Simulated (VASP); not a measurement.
Consider the following.

```
IrSn
1.0
    3.98000     0.00000     0.00000
   -1.99000     3.44678     0.00000
    0.00000     0.00000     5.63000
Ir Sn
2 2
Direct
  0.00000   0.00000   0.00000
  0.00000   0.00000   0.50000
  0.33333   0.66667   0.25000
  0.66667   0.33333   0.75000
```

All values below come from LDA (Ceperley-Alder, Perdew-Zunger), VASP's LDA PAW potentials (set 64) (plane waves; VASP). Settings: 300 eV cut-off, 11×11×7 Γ-centred mesh, Gaussian smearing of 0.14 eV, potentials Ir Sn_d.

At this cut-off the stress carries a Pulay error, which pulls relaxed volumes low. Unless said otherwise, spin-orbit coupling is left out, though it shifts the bands of the heavy elements here.

Problem. What does the run give for the energy per atom (σ→0), pressure, band gap (on the k-mesh) with the smallest direct gap where there is one?

Solution. 
* **band gap (on the k-mesh)**: none (metal, semimetal or under 0.01 eV)
* **energy per atom (σ→0)**: -7.643 eV/atom
* **pressure**: -4.62 GPa

The absolute energy has meaning only against runs of the same code, potentials and settings.

The structure comes from a measured SnIr entry of the Crystallography Open Database, whose conditions weren't checked. The cell was not relaxed at this level.
